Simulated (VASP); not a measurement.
# Nickel: the relaxed cell at several levels

Aim: relax Nickel at several levels and hold each cell against experiment. The levels: LDA, PBEsol, PBE, r2SCAN, PBE + D3(BJ), r2SCAN + rVV10, optB88-vdW and SCAN. The start is a cell from a database of measured crystal structures.

Method: LDA, spin-polarised from a ferromagnetic start (one magnetic atom a cell); plane waves and PAW (Ni), in the first sound run; inputs show where later runs differ, in VASP 6.6.1.

**What experiment says.**

“Multiple origins of extra electron diffractions in fcc metals” (2023, arxiv:2311.10326) quotes from earlier work for Ni, face-centered cubic (literature value used as simulation input, 300 K): lattice constant a (cubic lattice parameter, quoted experimental value) 3.524 Å [literature value at ambient conditions, used as fixed simulation input].

**1. The structure**

It takes space group Fm-3m (No. 225, cubic). Conventional cell: a = 3.524 Å, b = 3.524 Å, c = 3.524 Å, α = 90.00°, β = 90.00°, γ = 90.00°. Nearest to Ni lie 12 Ni at 2.49 Å.

**2. Magnetic order: ferromagnetic**

The properties of a magnet depend on its order, so a few collinear patterns are compared first on the cell as listed, beginning with all moments parallel. LDA, the lowest rung, knows the local density alone.

INCAR reads:

```
SYSTEM = Ni
PREC = Accurate
ENCUT = 400
EDIFF = 1E-06
NELM = 100
ISMEAR = -1
SIGMA = 0.05
LREAL = .FALSE.
ALGO = Normal
GGA = CA
NBANDS = 12
ISPIN = 2
MAGMOM = 1
LASPH = .TRUE.
LMAXMIX = 4
LORBIT = 11
LWAVE = .FALSE.
LCHARG = .FALSE.
KPAR = 4
ISIF = 2
```

POSCAR reads:

```
Ni
1.0
    0.0000000000      1.7619350000      1.7619350000
    1.7619350000      0.0000000000      1.7619350000
    1.7619350000      1.7619350000      0.0000000000
Ni
1
Direct
    0.0000000000      0.0000000000      0.0000000000
```

KPOINTS reads:

```
Automatic mesh
0
Gamma
11 11 11
0 0 0
```

The projector-augmented-wave data sets are Ni (PBE family, release 64).

On the command line:

```sh
> mpirun -np 4 vasp_std
```

Output:

```text
[banner, memory and clock lines left out]
running    4 mpi-ranks, on    1 nodes
 distrk:  each k-point on    1 cores,    4 groups
 distr:  one band on    1 cores,    1 groups

 POSCAR found type information on POSCAR Ni
 POSCAR found :  1 types and       1 ions
|                                                                             |
|               ----> ADVICE to this user running VASP <----                  |
|                                                                             |
|     You enforced a specific xc type in the INCAR file but a different       |
|     [... a line on the potential file left out ...]
|     I HOPE YOU KNOW WHAT YOU ARE DOING!                                     |
|                                                                             |

 LDA part: xc-table for (Slater(with rela. corr.)+CA(PZ))
 , standard interpolation
 POSCAR, INCAR and KPOINTS ok, starting setup
 FFT: planning ... GRIDC
 FFT: planning ... GRID_SOFT
 FFT: planning ... GRID
 WAVECAR not read
 entering main loop
       N       E                     dE             d eps       ncg     rms          rms(c)
DAV:   1     0.232281678113E+02    0.23228E+02   -0.38597E+03  2908   0.876E+02
DAV:   2    -0.701374577385E+01   -0.30242E+02   -0.28460E+02  2864   0.150E+02
DAV:   3    -0.784899647800E+01   -0.83525E+00   -0.82697E+00  3140   0.279E+01
DAV:   4    -0.785525382232E+01   -0.62573E-02   -0.62565E-02  3076   0.210E+00
DAV:   5    -0.785537439833E+01   -0.12058E-03   -0.12057E-03  3188   0.282E-01    0.108E+01
DAV:   6    -0.703815066901E+01    0.81722E+00   -0.19047E+01  3404   0.577E+01    0.654E+00
DAV:   7    -0.657333962132E+01    0.46481E+00   -0.34681E+00  3332   0.225E+01    0.165E+00
DAV:   8    -0.655653533532E+01    0.16804E-01   -0.19303E-02  3656   0.115E+00    0.849E-01
DAV:   9    -0.655337172267E+01    0.31636E-02   -0.16437E-03  4004   0.278E-01    0.272E-01
DAV:  10    -0.655222795012E+01    0.11438E-02   -0.11824E-03  4064   0.213E-01    0.426E-02
DAV:  11    -0.655222233370E+01    0.56164E-05   -0.14327E-05  3292   0.324E-02    0.256E-02
DAV:  12    -0.655222358960E+01   -0.12559E-05   -0.23758E-06  1976   0.104E-02    0.317E-03
DAV:  13    -0.655222356980E+01    0.19804E-07   -0.29490E-07  1496   0.360E-03
   1 F= -.65522236E+01 E0= -.65449253E+01  d E =-.145964E-01  mag=     0.5696
```

It took 6 s on 4 MPI ranks of AMD EPYC 7R43, shared host; peak memory 0.32 GiB.

Lines that name or quote the potential files are left out of all logs, and their timing lines are given in words.

From OUTCAR (step 2):

```text
ion  position               nearest neighbor table
   1  0.000  0.000  0.000-

  LATTYP: Found a face centered cubic cell.
 ALAT       =     3.5238700000

 Subroutine GETGRP returns: Found 48 space group operations
 (whereof 48 operations were pure point group operations)

The static configuration has the point symmetry O_h .

 Found     56 irreducible k-points:

   k-points           NKPTS =     56   k-points in BZ     NKDIM =     56   number of bands    NBANDS=     12

   dimension x,y,z NGX =    16 NGY =   16 NGZ =   16
   dimension x,y,z NGXF=    32 NGYF=   32 NGZF=   32

   ENCUT  =  400.0 eV  29.40 Ry    5.42 a.u.   4.06  4.06  4.06*2*pi/ulx,y,z

   NELECT =      10.0000    total number of electrons

 k-points in reciprocal lattice and weights: Automatic mesh
   0.00000000  0.00000000  0.00000000       0.001
   0.09090909  0.00000000  0.00000000       0.006
   0.18181818  0.00000000  0.00000000       0.006
   0.27272727  0.00000000  0.00000000       0.006
   0.36363636  0.00000000  0.00000000       0.006
   0.45454545  0.00000000  0.00000000       0.006
   0.09090909  0.09090909  0.00000000       0.005
   0.18181818  0.09090909  0.00000000       0.018
   0.27272727  0.09090909  0.00000000       0.018
[...]
-0.36363636  0.45454545  0.18181818       0.018
  -0.27272727  0.45454545  0.18181818       0.018

 average (electrostatic) potential at core
       1 -81.7918

 E-fermi :   8.8248

 spin component 1
 k-point     1 :       0.0000    0.0000    0.0000
  band No.  band energies     occupation
    ...
      2       6.5169      1.00000
      3       6.5169      1.00000
      4       6.5169      1.00000
      5       7.6576      1.00000
      6       7.6576      1.00000
      7      32.6084      0.00000
      8      36.2966      0.00000
      9      36.2966      0.00000
     10      36.2966      0.00000
     11      39.2266      0.00000
    ...

 k-point     2 :       0.0909    0.0000    0.0000
  band No.  band energies     occupation
    ...
      2       6.4362      1.00000
      3       6.5862      1.00000
      4       6.5862      1.00000
      5       7.6303      1.00000
      6       7.6303      1.00000
      7      31.1612      0.00000
      8      33.9309      0.00000
      9      35.6306      0.00000
     10      35.6306      0.00000
     11      40.2448      0.00000
    ...

 k-point     3 :       0.1818    0.0000    0.0000
  band No.  band energies     occupation
    ...
      2       6.2593      1.00000
      3       6.7152      1.00000
      4       6.7152      1.00000
      5       7.6226      1.00000
      6       7.6226      1.00000
      7      26.6888      0.00000
      8      33.2432      0.00000
      9      34.6735      0.00000
     10      34.6735      0.00000
     11      40.4861      0.00000
    ...

 k-point     4 :       0.2727    0.0000    0.0000
  band No.  band energies     occupation
    ...
      2       6.2122      1.00000
      3       6.7206      1.00000
      4       6.7206      1.00000
      5       7.7992      1.00000
      6       7.7992      1.00000
      7      22.1200      0.00000
      8      32.4971      0.00000
      9      33.9601      0.00000
     10      33.9601      0.00000
     11      39.2205      0.00000
    ...

 k-point     5 :       0.3636    0.0000    0.0000
  band No.  band energies     occupation
    ...
      2       6.6122      1.00000
      3       6.6122      1.00000
      4       6.8313      1.00000
      5       8.1000      1.00000
      6       8.1000      1.00000
      7      18.0389      0.00000
      8      31.6855      0.00000
      9      33.5254      0.00000
     10      33.5254      0.00000
     11      37.4314      0.00000
    ...

 k-point     6 :       0.4545    0.0000    0.0000
  band No.  band energies     occupation
    ...
      2       6.5251      1.00000
      3       6.5251      1.00000
      4       8.2445      0.99999
      5       8.3136      0.99996
      6       8.3136      0.99996
      7      15.0322      0.00000
      8      31.1881      0.00000
      9      33.3310      0.00000
     10      33.3310      0.00000
     11      36.4385      0.00000
    ...

  Total       -1.2367955     -1.2367955     -1.2367955      0.0000000      0.0000000      0.0000000
  in kB     -181.1377002   -181.1377002   -181.1377002      0.0000000      0.0000000      0.0000000
  external PRESSURE =    -181.1377002 kB  Pullay stress =       0.0000000 kB

  energy-cutoff  :      400.00
  volume of cell :       10.94
      direct lattice vectors                 reciprocal lattice vectors
     0.000000000  1.761935000  1.761935000    -0.283778914  0.283778914  0.283778914
     1.761935000  0.000000000  1.761935000     0.283778914 -0.283778914  0.283778914
     1.761935000  1.761935000  0.000000000     0.283778914  0.283778914 -0.283778914

 POSITION                                       TOTAL-FORCE (eV/Angst)
 -----------------------------------------------------------------------------------
      0.00000      0.00000      0.00000         0.000000     -0.000000     -0.000000
 -----------------------------------------------------------------------------------
    total drift:                                0.000000     -0.000000      0.000000

  FREE ENERGIE OF THE ION-ELECTRON SYSTEM (eV)
  ---------------------------------------------------
  free  energy   TOTEN  =        -6.5522235698 eV

  energy  without entropy=       -6.5376271295  energy(sigma->0) =       -6.54492535

 total charge
# of ion       s       p       d       tot
------------------------------------------
    1        0.499   0.495   8.327   9.321

 magnetization (x)
# of ion       s       p       d       tot
------------------------------------------
    1       -0.006  -0.020   0.602   0.576

[... 6 further parts left out ...]
```

The k-mesh is coarse for a metal. The PAW data sets were made with PBE, though LDA sets exist; this is a small mismatch. At this level the cell is under a tension of 18.1 GPa, so at these settings it is away from equilibrium.

This step gave:

```yaml
scf_cycles: 13
electrons: 10
bands: 12
irreducible_k_points: 56
symmetry_operations: 48
free_energy_toten: -6.552 eV
energy_at_zero_smearing: -6.545 eV
fermi_energy: 8.825 eV
pressure: -18.11 GPa
moment_of_the_cell_from_the_last_line_of_the_log: 0.5696 μB
metallic: yes
```

Spin moment in the PAW sphere by atom:

```tsv
atom	spin moment in the PAW sphere (μB)
Ni1	0.576
```

The run ends ferromagnetic with a largest moment of 0.58 μB, and the mesh shows no gap.

**3. Magnetic order: antiferromagnetic, q = (0, 0, 1/2)**

This step: LDA, spin-polarised from an antiferromagnetic start; plane waves and PAW (Ni) (VASP 6.6.1).

System of this step: Nickel. Symmetry: Fm-3m, No. 225, cubic system. The conventional cell has a = 3.524 Å, b = 3.524 Å, c = 3.524 Å, α = 90.00°, β = 90.00°, γ = 90.00°. Ni has 12 Ni at 2.49 Å nearest.

Next, a pattern with opposite moments, which needs a doubled cell; q is given in the reciprocal vectors of the primitive cell.

INCAR, as its differences from that of step 2:

```diff
@@ -10,5 +10,5 @@
 GGA = CA
-NBANDS = 12
+NBANDS = 17
 ISPIN = 2
-MAGMOM = 1
+MAGMOM = 1 -1
 LASPH = .TRUE.
```

POSCAR reads:

```
Ni
1.0
    0.0000000000      1.7619350000      1.7619350000
    1.7619350000      0.0000000000      1.7619350000
    3.5238700000      3.5238700000      0.0000000000
Ni
2
Direct
    0.0000000000      0.0000000000      0.0000000000
    0.0000000000      0.0000000000      0.5000000000
```

KPOINTS is that of step 2.

On the command line:

```sh
> mpirun -np 4 vasp_std
```

Output:

```text
[banner, memory and clock lines left out]
running    4 mpi-ranks, on    1 nodes
 distrk:  each k-point on    1 cores,    4 groups
 distr:  one band on    1 cores,    1 groups

 POSCAR found type information on POSCAR Ni
 POSCAR found :  1 types and       2 ions
 [... a notice as in an earlier step ...]

 LDA part: xc-table for (Slater(with rela. corr.)+CA(PZ))
 , standard interpolation
 POSCAR, INCAR and KPOINTS ok, starting setup
 FFT: planning ... GRIDC
 FFT: planning ... GRID_SOFT
 FFT: planning ... GRID
 WAVECAR not read
 entering main loop
       N       E                     dE             d eps       ncg     rms          rms(c)
DAV:   1     0.731190058264E+02    0.73119E+02   -0.78528E+03 10728   0.137E+03
DAV:   2    -0.130626064031E+02   -0.86182E+02   -0.80841E+02 10027   0.230E+02
DAV:   3    -0.155690139946E+02   -0.25064E+01   -0.24567E+01 11327   0.520E+01
DAV:   4    -0.156013346024E+02   -0.32321E-01   -0.32306E-01 12559   0.493E+00
DAV:   5    -0.156020364145E+02   -0.70181E-03   -0.70178E-03 11488   0.643E-01    0.155E+01
DAV:   6    -0.139586075322E+02    0.16434E+01   -0.14575E+01 10255   0.817E+01    0.929E+00
DAV:   7    -0.130542765719E+02    0.90433E+00   -0.32805E+00 10384   0.345E+01    0.237E+00
DAV:   8    -0.130274869390E+02    0.26790E-01   -0.49801E-02 14943   0.369E+00    0.987E-01
DAV:   9    -0.130231488225E+02    0.43381E-02   -0.62780E-03 15276   0.134E+00    0.410E-01
DAV:  10    -0.130219694231E+02    0.11794E-02   -0.47818E-03 16842   0.135E+00    0.128E-01
DAV:  11    -0.130220429133E+02   -0.73490E-04   -0.30343E-04 14646   0.200E-01    0.109E-01
DAV:  12    -0.130222055855E+02   -0.16267E-03   -0.11632E-03 13809   0.605E-01    0.749E-02
DAV:  13    -0.130222721071E+02   -0.66522E-04   -0.48293E-04 15325   0.380E-01    0.427E-02
DAV:  14    -0.130222830597E+02   -0.10953E-04   -0.33845E-04 17222   0.293E-01    0.250E-02
DAV:  15    -0.130223019954E+02   -0.18936E-04   -0.42482E-04 14511   0.341E-01    0.159E-02
DAV:  16    -0.130223116709E+02   -0.96755E-05   -0.28399E-04 16936   0.261E-01    0.913E-03
DAV:  17    -0.130223155448E+02   -0.38739E-05   -0.14950E-04 16361   0.188E-01    0.403E-03
DAV:  18    -0.130223172058E+02   -0.16609E-05   -0.11986E-04 14904   0.168E-01    0.292E-03
DAV:  19    -0.130223176137E+02   -0.40793E-06   -0.28955E-05  8101   0.797E-02    0.143E-03
DAV:  20    -0.130223178141E+02   -0.20045E-06   -0.31558E-06  7048   0.191E-02
   1 F= -.13022318E+02 E0= -.12990331E+02  d E =-.639741E-01  mag=     0.0000
```

Wall time 56 s (4 MPI ranks); peak memory 0.49 GiB; 3.6 min of CPU time.

From OUTCAR (step 3):

```text
  LATTYP: Found a trigonal (rhomboedric) cell.
 ALAT       =     4.3158417100
 COS(alpha) =     0.8333333333

 Subroutine GETGRP returns: Found 12 space group operations
 (whereof 12 operations were pure point group operations)

The static configuration has the point symmetry D_3d.

 Found    146 irreducible k-points:

   k-points           NKPTS =    146   k-points in BZ     NKDIM =    146   number of bands    NBANDS=     17

   dimension x,y,z NGX =    16 NGY =   16 NGZ =   36
   dimension x,y,z NGXF=    32 NGYF=   32 NGZF=   72

   ENCUT  =  400.0 eV  29.40 Ry    5.42 a.u.   4.06  4.06  8.13*2*pi/ulx,y,z

   NELECT =      20.0000    total number of electrons

 E-fermi :   8.6626

 spin component 1
 k-point     1 :       0.0000    0.0000    0.0000
  band No.  band energies     occupation
    ...
      8       7.9355      1.00000
      9       7.9355      1.00000
     10       8.5885      0.81470
     11       8.6573      0.52647
     12       8.6573      0.52645
     13      14.6907      0.00000
     14      31.1038      0.00000
     15      32.5931      0.00000
     16      33.3586      0.00000
     17      33.3586      0.00000

 k-point     2 :       0.0909    0.0000    0.0000
  band No.  band energies     occupation
    ...
      6       6.8820      1.00000
      7       6.9236      1.00000
      8       7.4710      1.00000
      9       7.9075      1.00000
     10       7.9077      1.00000
     11       8.6654      0.48606
     12       9.8639      0.00000
     13      14.9900      0.00000
     14      29.4755      0.00000
     15      31.1902      0.00000
    ...

 k-point     3 :       0.1818    0.0000    0.0000
  band No.  band energies     occupation
    ...
      6       7.0081      1.00000
      7       7.0102      1.00000
      8       7.2779      1.00000
      9       7.9021      1.00000
     10       7.9040      1.00000
     11       8.6869      0.38056
     12      10.8565      0.00000
     13      16.0285      0.00000
     14      25.9975      0.00000
     15      26.7532      0.00000
    ...

 k-point     4 :       0.2727    0.0000    0.0000
  band No.  band energies     occupation
    ...
      6       7.0033      1.00000
      7       7.0049      1.00000
      8       7.7941      1.00000
      9       8.0919      0.99999
     10       8.0969      0.99999
     11       8.7174      0.25044
     12      11.3751      0.00000
     13      17.9312      0.00000
     14      22.2061      0.00000
     15      22.6656      0.00000
    ...

  Total       -2.5487498     -2.5487498     -2.5487498     -0.0094658      0.0094658      0.0094658
  in kB     -186.6414717   -186.6414717   -186.6414717     -0.6931688      0.6931688      0.6931688
  external PRESSURE =    -186.6414717 kB  Pullay stress =       0.0000000 kB

  energy-cutoff  :      400.00
  volume of cell :       21.88
      direct lattice vectors                 reciprocal lattice vectors
     0.000000000  1.761935000  1.761935000    -0.283778914  0.283778914  0.283778914
     1.761935000  0.000000000  1.761935000     0.283778914 -0.283778914  0.283778914
     3.523870000  3.523870000  0.000000000     0.141889457  0.141889457 -0.141889457

 POSITION                                       TOTAL-FORCE (eV/Angst)
 -----------------------------------------------------------------------------------
      0.00000      0.00000      0.00000         0.000000      0.000000     -0.000000
      1.76194      1.76194      0.00000        -0.000000      0.000000      0.000000
 -----------------------------------------------------------------------------------
    total drift:                                0.000000      0.000000     -0.000000

  FREE ENERGIE OF THE ION-ELECTRON SYSTEM (eV)
  ---------------------------------------------------
  free  energy   TOTEN  =       -13.0223178141 eV

  energy  without entropy=      -12.9583436866  energy(sigma->0) =      -12.99033075

 total charge
# of ion       s       p       d       tot
------------------------------------------
    1        0.498   0.492   8.331   9.321
    2        0.498   0.492   8.331   9.321
--------------------------------------------------
tot          0.996   0.984  16.663  18.643

 magnetization (x)
# of ion       s       p       d       tot
------------------------------------------
    1       -0.000   0.000   0.060   0.060
    2        0.000  -0.000  -0.060  -0.060
--------------------------------------------------
tot          0.000   0.000   0.000   0.000

[... 6 further parts left out ...]
```

At this level the cell is under a tension of 18.7 GPa, so at these settings it is away from equilibrium.

Numbers from this step:

- SCF cycles: 20
- electrons: 20
- bands: 17
- irreducible k-points: 146
- symmetry operations: 12
- free energy (TOTEN): -13.02 eV
- energy at zero smearing: -12.99 eV
- Fermi energy: 8.663 eV
- pressure: -18.66 GPa

Spin moment in the PAW sphere by atom:

```tsv
atom	spin moment in the PAW sphere (μB)
Ni1	0.0600
Ni2	-0.0600
```

The energy lies +49.8 meV an atom from the first pattern. The moments fall under 0.1 μB, and the mesh shows no gap.

[end of part 1 of 4]

[Lines on the potential files, build, host, timing and source positions are cut from VASP's logs without a mark.]

[Logs are printed without paths, hosts, clocks, repeated set-up lines and the standing remarks that a program may print on its own settings, such as how far it seeks lower states.]

[Hosts, paths, dates, database ids (printed as entryN), source tags and the programs' standing remarks are cut or masked in the printed files.]

[A measured line is paired with the nearest computed mode of its activity, which favours agreement.]
